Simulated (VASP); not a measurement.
# Mg6AlFe (Amm2) in VASP: settings compared

Aim: see how the results for Mg6AlFe move with the level of theory and the settings. Levels: RPBE+D4+U, AM05+D4, PBEsol+rVV10+U, RPBE+D4, PW91+D4. Tasks: density of states, optical spectrum, single point, core levels, equation of state.

Everything below comes from runs of VASP 6.6.1. Logs are shortened: lines on timing, memory, paths and dates and some standing lists are left out, and cuts for length are marked.

### Step 1. The structure

The structure is orthorhombic, space group Amm2 (No. 38). Conventional cell: a = 4.902 Å, b = 5.999 Å, c = 10.640 Å, α = 90.00°, β = 90.00°, γ = 90.00°. Around Fe (site symmetry mm2) lie 2 Al at 2.88 Å and 10 Mg at 2.94 to 3.17 Å. Al (site symmetry mm2) is surrounded by 2 Fe at 2.88 Å and 10 Mg at 2.90 to 3.21 Å. Around Mg (site symmetry mm2) lie 10 Mg at 2.99 to 3.06 Å and 2 Fe at 3.00 Å. Mg (site symmetry m) has 2 Fe at 2.94 to 3.17 Å and 8 Mg at 2.96 to 3.06 Å and 2 Al at 3.04 Å as nearest neighbours. Mg (site symmetry mm2) has 10 Mg at 2.99 to 3.06 Å and 2 Al at 3.00 Å as nearest neighbours. Mg (site symmetry m) is surrounded by 2 Al at 2.90 to 3.21 Å and 8 Mg at 2.91 to 3.09 Å and 2 Fe at 3.02 Å.

The cell comes from a database or a generator and needn't be the stable form of this composition.

### Step 2. Density of states, RPBE+D4+U, collinear spin, ferromagnetic start

Input file run.py:

```python
from ase.calculators.vasp import Vasp
from ase.dft.dos import DOS
from ase.io import read

atoms = read('Mg6AlFe.cif')
atoms.set_initial_magnetic_moments([3.0, 0.0, 0.0, 0.0, 0.0, 0.0, 0.0, 0.0])
calc = Vasp(
    directory='calc',
    xc='rpbe',
    pp='PBE',
    setups='recommended',
    prec='Accurate',
    encut=520,
    ediff=1e-06,
    ismear=0,
    sigma=0.01,
    lreal=False,
    lasph=True,
    nelm=150,
    algo='Fast',
    isif=2,
    lwave=False,
    lcharg=False,
    ispin=2,
    lorbit=10,
    lmaxmix=4,
    ldautype=2,
    ldauprint=1,
    ivdw=13,
    nelmin=4,
    ldau_luj={'Fe': {'L': 2, 'U': 2, 'J': 0}},
    kpts=[6, 5, 5],
    gamma=True,
    nbands=26,
)
atoms.calc = calc

print('energy (eV):', atoms.get_potential_energy())
print('free energy (eV):', atoms.get_potential_energy(force_consistent=True))
print('forces (eV/A):')
print(atoms.get_forces())
print('stress (eV/A^3, Voigt):', atoms.get_stress())
print('Fermi level (eV):', calc.get_fermi_level())
print('moment (muB):', atoms.get_magnetic_moment())
print('site moments (muB):', atoms.get_magnetic_moments())
dos = DOS(calc, width=0.05, window=(-10, 10), npts=301)
print('E - E_F (eV), DOS (1/eV)')
for e, g in zip(dos.get_energies(), dos.get_dos()):
    print(f'{e:8.3f} {g:10.4f}')
```

Input file Mg6AlFe.cif:

```cif
data_Mg6AlFe
_cell_length_a 4.90233665
_cell_length_b 6.10744692
_cell_length_c 6.10744692
_cell_angle_alpha 58.82648103
_cell_angle_beta 90.00000000
_cell_angle_gamma 90.00000000
_space_group_name_H-M_alt 'P1'
_space_group_name_Hall 'P 1'
_space_group_IT_number 1
loop_
_space_group_symop_operation_xyz
'x,y,z'
loop_
_atom_site_label
_atom_site_type_symbol
_atom_site_symmetry_multiplicity
_atom_site_Wyckoff_symbol
_atom_site_fract_x
_atom_site_fract_y
_atom_site_fract_z
_atom_site_occupancy
Fe1 Fe 1 a 0.5000000000 0.6782351400 0.6782351400 1
Al1 Al 1 a 0.0000000000 0.8197174800 0.8197174800 1
Mg1 Mg 1 a 0.5000000000 0.1691669400 0.1691669400 1
Mg2 Mg 1 a 0.5000000000 0.6704082800 0.1635031600 1
Mg3 Mg 1 a 0.5000000000 0.1635031600 0.6704082800 1
Mg4 Mg 1 a 0.0000000000 0.3306851300 0.3306851300 1
Mg5 Mg 1 a 0.0000000000 0.8269173200 0.3413668600 1
Mg6 Mg 1 a 0.0000000000 0.3413668600 0.8269173200 1
```

Potentials or basis: VASP PAW PBE potentials, release 64 (Fe, Al, Mg).

Command:

```
$ python run.py
```

Output:

```text
energy (eV): -18.811170349999998
free energy (eV): -18.81124042
forces (eV/A):
[[ 0.         -0.03773025 -0.02127139]
 [ 0.          0.14240643  0.08028526]
 [ 0.         -0.03159402 -0.01781193]
 [ 0.         -0.00046973  0.00599768]
 [ 0.          0.00488849 -0.0035065 ]
 [ 0.          0.03405429  0.01919897]
 [ 0.         -0.02987796 -0.07738569]
 [ 0.         -0.08167725  0.01449359]]
stress (eV/A^3, Voigt): [-0.00926009 -0.00463347 -0.00872147  0.00337857 -0.         -0.        ]
Fermi level (eV): 3.85374729
moment (muB): 2.5472142
site moments (muB): [ 2.981 -0.015 -0.018 -0.015 -0.015  0.007 -0.015 -0.015]
E - E_F (eV), DOS (1/eV)
 -10.000     0.0000
  -9.933     0.0000
  -9.867     0.0000
  -9.800     0.0000
  -9.733     0.0000
  -9.667     0.0000
[... 293 lines left out ...]
   9.933     0.0000
  10.000     0.0000
```

It took 9.8 min on 1 thread of Intel Xeon Platinum 8375C at 2.90GHz (Ice Lake), shared host; peak memory 0.5 GiB.

Results:

| Quantity | Value |
| --- | --- |
| Free energy | -18.8112 eV |
| Pressure | 1.2 GPa |
| Largest force | 0.163 eV/Å |
| Band gap on the k mesh | none (metal or under the smearing width) |
| Net moment | 2.55 μB per cell |
| Site moments | Fe +2.98; Al -0.01; Mg -0.02, -0.01, +0.01 μB |
| Valence electrons inside the program's atomic spheres | Fe 6.76; Al 0.77; Mg 0.38, 0.36, 0.37 |
| Dispersion energy per atom | -0.236 eV |

Forces in eV/Å, atoms in the order of the input:
```
Fe   0.000 -0.038 -0.021
Al   0.000  0.142  0.080
Mg   0.000 -0.032 -0.018
Mg   0.000  0.000  0.006
Mg   0.000  0.005 -0.004
Mg   0.000  0.034  0.019
Mg   0.000 -0.030 -0.077
Mg   0.000 -0.082  0.014
```

Levels at points of the mesh, in eV from the Fermi level:
Spin up:
| k point | band 10 | band 11 | band 12 | band 13 | band 14 | band 15 | band 16 | band 17 |
| --- | --- | --- | --- | --- | --- | --- | --- | --- |
| (0.00, 0.00, 0.00) | -2.17 | -2.00 | -1.86 | -1.63 | -0.76 | 2.46 | 2.98 | 3.16 |
| (0.50, 0.00, 0.00) | -1.66 | -1.27 | -1.19 | -0.89 | -0.73 | -0.34 | -0.28 | 0.25 |
Spin down:
| k point | band 7 | band 8 | band 9 | band 10 | band 11 | band 12 | band 13 | band 14 |
| --- | --- | --- | --- | --- | --- | --- | --- | --- |
| (0.00, 0.00, 0.00) | -2.14 | -2.10 | -1.51 | 0.19 | 0.28 | 0.38 | 0.45 | 0.64 |
| (0.50, 0.00, 0.00) | -1.27 | -1.22 | -1.14 | -1.13 | -0.89 | -0.87 | -0.67 | -0.44 |

States per cell in windows of 0.5 eV (zero at the Fermi level; states under -8 eV left out):
```tsv
from (eV)	up	down	Fe1_d_up	Fe1_d_down	Fe1_p_up	Al2_p_down	Al2_p_up	Fe1_p_down
-8.0	0.14	0.14	0.00	0.00	0.00	0.00	0.00	0.00
-7.5	0.28	0.32	0.00	0.00	0.00	0.00	0.00	0.00
-7.0	0.34	0.34	0.00	0.00	0.00	0.00	0.00	0.00
-6.5	0.24	0.20	0.00	0.00	0.00	0.00	0.00	0.00
-6.0	0.30	0.29	0.00	0.00	0.00	0.00	0.00	0.00
-5.5	0.49	0.47	0.02	0.00	0.00	0.01	0.01	0.00
-5.0	0.62	0.55	0.07	0.00	0.01	0.01	0.01	0.01
-4.5	0.77	0.44	0.24	0.00	0.01	0.01	0.01	0.01
-4.0	3.09	0.54	2.31	0.01	0.01	0.01	0.01	0.01
-3.5	1.66	0.77	1.05	0.02	0.01	0.02	0.01	0.01
-3.0	1.15	0.69	0.52	0.03	0.01	0.02	0.01	0.01
-2.5	0.73	0.62	0.13	0.06	0.02	0.02	0.02	0.01
-2.0	0.85	1.08	0.07	0.14	0.02	0.03	0.02	0.02
-1.5	0.89	1.21	0.05	0.37	0.02	0.02	0.02	0.02
-1.0	0.71	1.38	0.03	0.48	0.02	0.02	0.02	0.02
-0.5	0.54	1.13	0.03	0.45	0.01	0.02	0.01	0.01
0.0	0.70	1.37	0.02	0.61	0.02	0.02	0.02	0.01
0.5	0.92	1.64	0.04	0.73	0.02	0.02	0.02	0.02
1.0	0.97	0.78	0.03	0.24	0.02	0.01	0.02	0.01
1.5	0.71	1.20	0.02	0.48	0.02	0.01	0.01	0.01
2.0	0.85	1.37	0.02	0.36	0.02	0.02	0.02	0.02
2.5	0.85	0.89	0.02	0.15	0.02	0.02	0.02	0.02
3.0	1.10	1.26	0.02	0.12	0.03	0.02	0.02	0.02
3.5	1.00	0.97	0.02	0.07	0.02	0.02	0.02	0.02
4.0	1.02	0.85	0.03	0.07	0.03	0.02	0.02	0.02
4.5	0.79	1.08	0.02	0.08	0.02	0.02	0.02	0.02
5.0	1.08	1.04	0.02	0.06	0.02	0.02	0.03	0.02
5.5	0.97	1.08	0.02	0.04	0.02	0.03	0.03	0.02
6.0	1.08	1.02	0.02	0.04	0.03	0.02	0.03	0.02
6.5	0.52	0.60	0.01	0.02	0.01	0.01	0.01	0.01
7.0	0.45	0.48	0.01	0.01	0.01	0.01	0.01	0.01
7.5	0.13	0.12	0.00	0.00	0.00	0.01	0.00	0.00
```

Eigenvalues of the final occupation matrices:
| site | spin | trace | eigenvalues |
| --- | --- | --- | --- |
| site 1 d | 1 | 4.54 | 0.89 0.91 0.91 0.91 0.92 |
| site 1 d | 2 | 1.60 | 0.07 0.10 0.34 0.37 0.72 |

Caveat: the PAW data sets were made with another functional, which shifts forces and pressure a little; pairwise dispersion overbinds metals, which lowers pressure and volume; the U is typed as a test and isn't derived for this compound. The state reached can hang on the start; a lower one may exist.

(Continued in part 2 of 3.)
